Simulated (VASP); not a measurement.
# Vibrations of SnSe2 at several levels of theory, part 3 of 3

How much do the zone-centre frequencies of SnSe2 depend on the functional? The starting structure is a measured crystal structure from the Crystallography Open Database.

VASP 6.6.1.

Results so far: LDA A2u 243.3 cm⁻¹; LDA at the measured cell A2u 244.5 cm⁻¹; PBEsol A2u 244.1 cm⁻¹.

## (5) Modes with PBE

Level of this step: PBE; plane waves and PAW (Sn_d, Se) (VASP).

PBE, the usual starting point, adds the gradient of the density. The cell comes from a relaxation at this level, not shown (90.63 Å³).

Contents of INCAR:

```
SYSTEM = SnSe2
PREC = Accurate
ENCUT = 450
EDIFF = 1E-08
NELM = 100
ISMEAR = 0
SIGMA = 0.03
LREAL = .FALSE.
ALGO = Normal
GGA = PE
NBANDS = 19
LORBIT = 11
LWAVE = .FALSE.
LCHARG = .FALSE.
KPAR = 2
IBRION = 8
LEPSILON = .TRUE.
ISIF = 2
```

Contents of POSCAR:

```
SnSe2
1.0
    3.8769084907      0.0000000000      0.0000000000
   -1.9384542454      3.3575012411      0.0000000000
    0.0000000000      0.0000000000      6.9625859498
Sn Se
1 2
Direct
    0.0000000000      0.0000000000      0.0000000000
    0.6666666667      0.3333333333      0.7711213559
    0.3333333333      0.6666666667      0.2288786441
```

Contents of KPOINTS:

```
Automatic mesh
0
Gamma
6 6 4
0 0 0
```

PAW data sets: Sn_d and Se (PBE family, release 64).

Run with:

```console
$ mpirun -np 2 vasp_std
```

Output:

```text
[banner, memory and clock lines left out]
running    2 mpi-ranks, on    1 nodes
[...]
LDA part: xc-table for (Slater+PW92), standard interpolation
 POSCAR, INCAR and KPOINTS ok, starting setup
[...]
entering main loop
       N       E                     dE             d eps       ncg     rms          rms(c)
DAV:   1     0.191905900766E+03    0.19191E+03   -0.11236E+04   918   0.132E+03
DAV:   2     0.935105414716E+01   -0.18255E+03   -0.17708E+03  1034   0.343E+02
DAV:   3    -0.114359795000E+02   -0.20787E+02   -0.20536E+02  1102   0.112E+02
DAV:   4    -0.121202173144E+02   -0.68424E+00   -0.68279E+00  1084   0.220E+01
[...]
DAV:  14    -0.118614877589E+02   -0.14289E-06   -0.71873E-08  1228   0.174E-03    0.102E-03
DAV:  15    -0.118614878144E+02   -0.55493E-07   -0.43544E-08   851   0.127E-03    0.216E-04
DAV:  16    -0.118614878213E+02   -0.69172E-08   -0.17223E-09   782   0.280E-04
   1 F= -.11861488E+02 E0= -.11861488E+02  d E =-.403527E-18
 Linear response reoptimize wavefunctions to high precision
[...]
RMM:  14    -0.808286765781E-01    0.10270E-09   -0.20956E-07  3095   0.145E-05    0.450E-08
 first order change of Fermi-energy   0.28929E-05
 force on displaced ion       2 direction 1 :  -2.772  -0.001   0.000
 Born effective charge ion    2 direction 1 :  -2.726  -0.000  -0.000
 Linear response progress:
  Degree of freedom:   4/  4
       N       E                     dE             d eps       ncg     rms          rms(c)
RMM:   1    -0.101165511302E+00   -0.10117E+00    0.68544E-02  2016   0.146E+00
RMM:   2    -0.996396776874E-01    0.15258E-02   -0.19021E-03  1628   0.228E-01    0.894E-02
RMM:   3    -0.994720491598E-01    0.16763E-03   -0.12463E-04  1746   0.711E-02    0.422E-02
RMM:   4    -0.994677679532E-01    0.42812E-05   -0.71148E-05  1759   0.381E-02    0.203E-02
[...]
RMM:  11    -0.994850043796E-01   -0.87791E-07    0.26638E-08  1876   0.566E-05    0.571E-06
RMM:  12    -0.994850222651E-01   -0.17886E-07    0.51298E-08  1881   0.328E-05    0.219E-06
RMM:  13    -0.994850223234E-01   -0.58260E-10    0.31976E-08  1891   0.240E-05    0.941E-07
 first order change of Fermi-energy   0.60966E+00
 force on displaced ion       2 direction 3 :  -0.000  -0.000  -8.150
 Born effective charge ion    2 direction 3 :   0.000   0.000  -0.630
 Born effective charges drift removed
 Linear response finished
```

It took 3.6 min on 2 MPI ranks of Intel Xeon 6975P-C (Granite Rapids), shared host; peak memory 0.79 GiB.

Parts of OUTCAR (step 5):

```text
  Total       -0.0004126     -0.0004126      0.0012267      0.0000000      0.0000000      0.0000000
  in kB       -0.0072943     -0.0072943      0.0216852      0.0000000      0.0000000      0.0000000
  external PRESSURE =       0.0023655 kB  Pullay stress =       0.0000000 kB

 POSITION                                       TOTAL-FORCE (eV/Angst)
 -----------------------------------------------------------------------------------
      0.00000      0.00000      0.00000        -0.000000      0.000000      0.000000
      1.93845      1.11917      5.36900        -0.000000      0.000000      0.000188
     -0.00000      2.23833      1.59359         0.000000     -0.000000     -0.000188
 -----------------------------------------------------------------------------------
    total drift:                               -0.000000     -0.000000      0.000000

 MACROSCOPIC STATIC DIELECTRIC TENSOR (including local field effects in DFT)
 ------------------------------------------------------
          11.633912    -0.000000     0.000000
          -0.000000    11.633912    -0.000000
           0.000000     0.000000     5.059068
 ------------------------------------------------------

 MACROSCOPIC STATIC DIELECTRIC TENSOR IONIC CONTRIBUTION
 ------------------------------------------------------
          11.295642    -0.000000    -0.000000
          -0.000000    11.295642     0.000000
          -0.000000     0.000000     0.210608
 ------------------------------------------------------

[... 1 part as in an earlier step ...]

[... 1 further part left out ...]
```

With PBE the modes are A2u 242.0, A1g 176.0, Eu 137.3, Eg 105.0 cm⁻¹; the largest shift is -22.2 cm⁻¹, in Eg, from LDA.

## (6) Modes with PBEsol + D3(BJ)

D3 with Becke-Johnson damping keeps a finite attraction at short range. The cell comes from a relaxation at this level, not shown (71.89 Å³).

Edit INCAR of step 5 so:

```diff
@@ -9,3 +9,4 @@
 ALGO = Normal
-GGA = PE
+GGA = PS
+IVDW = 12
 NBANDS = 19
@@ -15,4 +16,6 @@
 KPAR = 2
-IBRION = 8
-LEPSILON = .TRUE.
+IBRION = 6
+NFREE = 2
+POTIM = 0.015
+NSW = 1
 ISIF = 2
```

Contents of POSCAR:

```
SnSe2
1.0
    3.7972104311      0.0000000000      0.0000000000
   -1.8986052156      3.2884806968      0.0000000000
    0.0000000000      0.0000000000      5.7569654763
Sn Se
1 2
Direct
    0.0000000000      0.0000000000      0.0000000000
    0.6666666667      0.3333333333      0.7248657826
    0.3333333333      0.6666666667      0.2751342174
```

KPOINTS is that of step 5.

Run with:

```console
$ mpirun -np 2 vasp_std
```

Output:

```text
[banner, memory and clock lines left out]
running    2 mpi-ranks, on    1 nodes
[...]
[... a notice as in an earlier step ...]

 LDA part: xc-table for (Slater+PW92), standard interpolation
 POSCAR, INCAR and KPOINTS ok, starting setup
[...]
entering main loop
       N       E                     dE             d eps       ncg     rms          rms(c)
DAV:   1     0.193125596208E+03    0.19313E+03   -0.11163E+04   912   0.142E+03
DAV:   3    -0.124364427649E+02   -0.21436E+02   -0.21045E+02  1117   0.113E+02
DAV:   4    -0.131677650558E+02   -0.73132E+00   -0.72945E+00  1083   0.219E+01
DAV:   5    -0.131836047113E+02   -0.15840E-01   -0.15837E-01  1207   0.343E+00    0.519E+00
[...]
DAV:  13    -0.129300186102E+02   -0.70461E-07   -0.44540E-07   980   0.478E-03    0.146E-03
DAV:  14    -0.129300186328E+02   -0.22516E-07   -0.25454E-08   893   0.961E-04    0.446E-04
DAV:  15    -0.129300186246E+02    0.81532E-08   -0.49724E-09   728   0.582E-04
   1 F= -.13992165E+02 E0= -.13992165E+02  d E =-.105898E-11
[... from here on, the cycles between the ionic steps are left out ...]
   2 F= -.13991550E+02 E0= -.13991550E+02  d E =-.928383E-12
   3 F= -.13991550E+02 E0= -.13991550E+02  d E =-.929059E-12
   4 F= -.13990488E+02 E0= -.13990488E+02  d E =-.810034E-12
   5 F= -.13990488E+02 E0= -.13990488E+02  d E =-.810200E-12
   6 F= -.13991718E+02 E0= -.13991718E+02  d E =-.108167E-11
   7 F= -.13991718E+02 E0= -.13991718E+02  d E =-.107931E-11
   8 F= -.13991188E+02 E0= -.13991188E+02  d E =-.939749E-21
   9 F= -.13991181E+02 E0= -.13991181E+02  d E =-.750047E-11
 Finite differences progress:
  Degree of freedom:   4/  4
  Displacement:        2/  2
  Total:               8/  8
```

Run time: 1.7 min. Hardware: 2 MPI ranks; peak memory 0.63 GiB.

From OUTCAR (step 6):

```text
 Edisp (eV)   -1.06201

 Edisp (eV)   -1.06227

  Total      -0.07395    -0.07395    -0.19643     0.00000     0.00000    -0.00000
  in kB      -1.64820    -1.64820    -4.37782     0.00000     0.00000    -0.00000
  external pressure =       -2.56 kB  Pullay stress =        0.00 kB

 POSITION                                       TOTAL-FORCE (eV/Angst)
 -----------------------------------------------------------------------------------
      0.00000      0.00000      0.00000         0.000000     -0.000000     -0.110357
      1.89861      1.09616      4.15803        -0.000000      0.000000      0.129403
     -0.00000      2.19232      1.58394        -0.000000      0.000000     -0.019046
 -----------------------------------------------------------------------------------
    total drift:                               -0.000000      0.000000     -0.000057

  FREE ENERGIE OF THE ION-ELECTRON SYSTEM (eV)
  ---------------------------------------------------
  free  energy   TOTEN  =       -13.9911811297 eV

  energy  without entropy=      -13.9911811297  energy(sigma->0) =      -13.99118113

[... 1 part as in an earlier step ...]

[... 2 further parts left out ...]
[key lines of the parts left out:]
E-fermi :   5.3372
```

The log as kept lacks single lines of electronic cycles.

The last energy, forces and stress in OUTCAR belong to the last displaced cell, not to that of POSCAR.

With PBEsol + D3(BJ) the modes are A2u 244.4, A1g 185.4, Eu 148.2, Eg 133.8 cm⁻¹; the largest shift is +6.6 cm⁻¹, in Eg, from LDA.

## (7) Modes with r2SCAN

r2SCAN adds the kinetic-energy density, costs more than a GGA and is run with LASPH. The cell comes from a relaxation at this level, not shown (83.31 Å³).

Edit INCAR of step 6 so:

```diff
@@ -9,4 +9,4 @@
 ALGO = Normal
-GGA = PS
-IVDW = 12
+METAGGA = R2SCAN
+LASPH = .TRUE.
 NBANDS = 19
```

Contents of POSCAR:

```
SnSe2
1.0
    3.8444555124      0.0000000000      0.0000000000
   -1.9222277562      3.3293961374      0.0000000000
    0.0000000000      0.0000000000      6.5087885965
Sn Se
1 2
Direct
    0.0000000000      0.0000000000      0.0000000000
    0.6666666667      0.3333333333      0.7583407305
    0.3333333333      0.6666666667      0.2416592695
```

KPOINTS is that of step 6.

Run with:

```console
$ mpirun -np 2 vasp_std
```

Output:

```text
[banner, memory and clock lines left out]
running    2 mpi-ranks, on    1 nodes
[...]
[... a notice as in an earlier step ...]

 LDA part: xc-table for (None), standard interpolation
 POSCAR, INCAR and KPOINTS ok, starting setup
[...]
entering main loop
       N       E                     dE             d eps       ncg     rms          rms(c)
DAV:   1     0.148590447394E+03    0.14859E+03   -0.11690E+04   921   0.141E+03
DAV:   2    -0.361118616689E+02   -0.18470E+03   -0.17905E+03   985   0.354E+02
DAV:   3    -0.582745913706E+02   -0.22163E+02   -0.21601E+02  1126   0.117E+02
DAV:   4    -0.590645062196E+02   -0.78991E+00   -0.78753E+00  1081   0.232E+01
[...]
DAV:  14    -0.546293507701E+02    0.19938E-06   -0.82038E-08  1001   0.216E-03    0.306E-04
DAV:  15    -0.546293507959E+02   -0.25818E-07   -0.31449E-09   689   0.443E-04    0.148E-04
DAV:  16    -0.546293507942E+02    0.17244E-08   -0.11878E-09   555   0.282E-04
   1 F= -.54629351E+02 E0= -.54629351E+02  d E =-.150071E-16
[... from here on, the cycles between the ionic steps are left out ...]
   2 F= -.54628740E+02 E0= -.54628740E+02  d E =-.161743E-16
   3 F= -.54628740E+02 E0= -.54628740E+02  d E =-.161369E-16
   4 F= -.54627552E+02 E0= -.54627552E+02  d E =-.521715E-16
   5 F= -.54627552E+02 E0= -.54627552E+02  d E =-.520458E-16
   6 F= -.54628982E+02 E0= -.54628982E+02  d E =-.869630E-18
   7 F= -.54628981E+02 E0= -.54628981E+02  d E =-.865754E-18
   8 F= -.54628334E+02 E0= -.54628334E+02  d E =-.438093E-20
   9 F= -.54628343E+02 E0= -.54628343E+02  d E =-.381027E-11
 Finite differences progress:
  Degree of freedom:   4/  4
  Displacement:        2/  2
  Total:               8/  8
```

Wall time 7.6 min (2 MPI ranks); peak memory 0.69 GiB.

Parts of OUTCAR (step 7):

```text
  Total       -0.0833111     -0.0833111     -0.2257315      0.0000000      0.0000000     -0.0000000
  in kB       -1.6021856     -1.6021856     -4.3411240      0.0000000      0.0000000     -0.0000000
  external PRESSURE =      -2.5151651 kB  Pullay stress =       0.0000000 kB

 POSITION                                       TOTAL-FORCE (eV/Angst)
 -----------------------------------------------------------------------------------
      0.00000      0.00000      0.00000        -0.000000      0.000000     -0.116550
      1.92223      1.10980      4.92088        -0.000000      0.000000      0.133306
     -0.00000      2.21960      1.57291         0.000000     -0.000000     -0.016756
 -----------------------------------------------------------------------------------
    total drift:                                0.000000     -0.000000     -0.000050

  FREE ENERGIE OF THE ION-ELECTRON SYSTEM (eV)
  ---------------------------------------------------
  free  energy   TOTEN  =       -54.6283434677 eV

  energy  without entropy=      -54.6283434677  energy(sigma->0) =      -54.62834347

[... 1 part as in an earlier step ...]

[... 2 further parts left out ...]
[key lines of the parts left out:]
E-fermi :   3.1569
```

With r2SCAN the modes are A2u 251.6, A1g 187.0, Eu 146.1, Eg 116.3 cm⁻¹; the largest shift is -10.9 cm⁻¹, in Eg, from LDA.

## (8) Modes with r2SCAN + rVV10 (not reached)

rVV10 adds a nonlocal correlation energy for dispersion. The run named in the heading was never made; what follows is the relaxation that should come before it.

Contents of INCAR:

```
SYSTEM = SnSe2
PREC = Accurate
ENCUT = 450
EDIFF = 1E-07
NELM = 100
ISMEAR = 0
SIGMA = 0.03
LREAL = .FALSE.
ALGO = Normal
METAGGA = R2SCAN
LUSE_VDW = .TRUE.
IVDW_NL = 2
BPARAM = 11.95
CPARAM = 0.0093
LASPH = .TRUE.
NBANDS = 19
LORBIT = 11
LWAVE = .FALSE.
LCHARG = .FALSE.
KPAR = 2
IBRION = 2
NSW = 50
ISIF = 3
EDIFFG = -0.002
```

Contents of POSCAR:

```
SnSe2
1.0
    3.8108000000      0.0000000000      0.0000000000
   -1.9054000000      3.3002496087      0.0000000000
    0.0000000000      0.0000000000      6.1410000000
Sn Se
1 2
Direct
    0.0000000000      0.0000000000      0.0000000000
    0.6666666667      0.3333333333      0.7508000000
    0.3333333333      0.6666666667      0.2492000000
```

KPOINTS is that of step 7.

Run with:

```console
$ mpirun -np 2 vasp_std
```

Output:

```text
[banner, memory and clock lines left out]
running    2 mpi-ranks, on    1 nodes
[...]
|                                                                             |
|               ----> ADVICE to this user running VASP <----                  |
|                                                                             |
|     You have switched on vdW-DFT.                                           |
|     This routine was written and supplied by Jiri Klimes. We recommend      |
|     that you carefully read and cite the following publications:            |
|       J. Klimes, D.R. Bowler, A. Michelides                                 |
|          J. Phys.: Cond Matt. 22 022201 (2010)                              |
|       J. Klimes, D.R. Bowler, A. Michelides                                 |
|          Phys. Rev. B. 83, 195131 (2011)                                    |
|     and references therein.                                                 |
|                                                                             |

[...]
2 F= -.53939177E+02 E0= -.53939177E+02  d E =-.358745E-02
   3 F= -.53965858E+02 E0= -.53965858E+02  d E =-.302685E-01
   4 F= -.53965857E+02 E0= -.53965857E+02  d E =-.302671E-01
   5 F= -.53966853E+02 E0= -.53966853E+02  d E =-.996364E-03
   6 F= -.53967004E+02 E0= -.53967004E+02  d E =-.114695E-02
   7 F= -.53967003E+02 E0= -.53967003E+02  d E =-.114672E-02
   8 F= -.53967015E+02 E0= -.53967015E+02  d E =-.117125E-04
   9 F= -.53967015E+02 E0= -.53967015E+02  d E =-.115312E-04
  10 F= -.53967023E+02 E0= -.53967023E+02  d E =-.838936E-05
  11 F= -.53967045E+02 E0= -.53967045E+02  d E =-.296624E-04
  12 F= -.53967069E+02 E0= -.53967069E+02  d E =-.543271E-04
  13 F= -.53967046E+02 E0= -.53967046E+02  d E =-.314851E-04
  14 F= -.53967073E+02 E0= -.53967073E+02  d E =-.578165E-04
  15 F= -.53967074E+02 E0= -.53967074E+02  d E =-.125447E-05
  16 F= -.53967080E+02 E0= -.53967080E+02  d E =-.748559E-05
  17 F= -.53967081E+02 E0= -.53967081E+02  d E =-.780231E-05
  18 F= -.53967078E+02 E0= -.53967078E+02  d E =-.536409E-05
[...]
hard stop encountered!  aborting job ...
[...]
|     The electronic self-consistency was not achieved in the given           |
[...]
soft stop encountered!  aborting job ...
  19 F= -.53967080E+02 E0= -.53967080E+02  d E =-.198573E-19
 deleting file STOPCAR
```

Wall time 20 min (2 MPI ranks); peak memory 0.68 GiB.

Logs of long relaxations may skip ionic steps without a mark.

The run was stopped at its time limit, after 19 ionic steps.

## (9) Comparison

```
                     run            ended    A2u    A1g     Eu     Eg                method  core minutes
                     LDA        converged  243.3  181.9  145.4  127.2   perturbation theory          7.27
LDA at the measured cell        converged  244.5  180.2  144.2  118.5   perturbation theory          6.03
                  PBEsol        converged  244.1  180.1  143.9  118.5   perturbation theory          6.37
                     PBE        converged  242.0  176.0  137.3  105.0   perturbation theory           7.2
         PBEsol + D3(BJ)        converged  244.4  185.4  148.2  133.8  finite displacements          3.37
                  r2SCAN        converged  251.6  187.0  146.1  116.3  finite displacements          15.2
          r2SCAN + rVV10  cut off by time      -      -      -      -                     -          40.6
```

Modes are in cm⁻¹, degenerate ones as one, matched between runs by symmetry and order. A number in brackets counts the listed modes of one symmetry from the lowest. The symmetry labels come from an automatic analysis and can be wrong where levels nearly coincide. Core minutes are wall time times ranks of the run shown, on a shared host.

## (10) What came out

```json
{
  "A2u, LDA": "243.3 cm⁻¹",
  "Eg, LDA": "127.2 cm⁻¹",
  "A2u, LDA at the measured cell": "244.5 cm⁻¹",
  "Eg, LDA at the measured cell": "118.5 cm⁻¹",
  "A2u, PBEsol": "244.1 cm⁻¹",
  "Eg, PBEsol": "118.5 cm⁻¹",
  "A2u, PBE": "242.0 cm⁻¹",
  "Eg, PBE": "105.0 cm⁻¹",
  "A2u, PBEsol + D3(BJ)": "244.4 cm⁻¹",
  "Eg, PBEsol + D3(BJ)": "133.8 cm⁻¹",
  "A2u, r2SCAN": "251.6 cm⁻¹",
  "Eg, r2SCAN": "116.3 cm⁻¹"
}
```

On the cells relaxed at each level, the A2u mode of SnSe2, the highest of the listed ones in the run with LDA, lies between 242 cm⁻¹ (PBE) and 252 cm⁻¹ (r2SCAN). On the cells relaxed at each level, the Eg mode of SnSe2, the lowest of the listed ones in the run with LDA, lies between 105 cm⁻¹ (PBE) and 134 cm⁻¹ (PBEsol + D3(BJ)). Taking the measured cell, +4.5 % in volume, instead of the one relaxed with LDA moves Eg by -8.7 cm⁻¹. The edges differ by a +0.1 %, b +0.1 % and c +4.3 %. Some levels use perturbation theory and the others finite displacements, so their times can't be compared. LASPH is on in some of these runs and off in others, which adds a little to the differences. The dielectric constants and Born charges in the logs aren't compared here; at a small gap they can be far off, and in a run without a gap they mean nothing. The bonds form layers, and most of these levels lack the dispersion that acts between them, which bears on the cells and on modes in which layers move against each other. The relaxed cells differ from the measured one by up to 13 % along an edge (PBE), so the modes are those of cells that far off. The frequencies are harmonic, and the splitting of polar modes by their long-range field is left out. No result to use came from r2SCAN + rVV10. Further runs on this material are not shown.

[Lines on the potential files, build, host, timing and source positions are cut from VASP's logs without a mark.]

[Logs are printed without paths, hosts, clocks, repeated set-up lines and the standing remarks that a program may print on its own settings, such as how far it seeks lower states.]

[Hosts, paths, dates, database ids (printed as entryN), source tags and the programs' standing remarks are cut or masked in the printed files.]
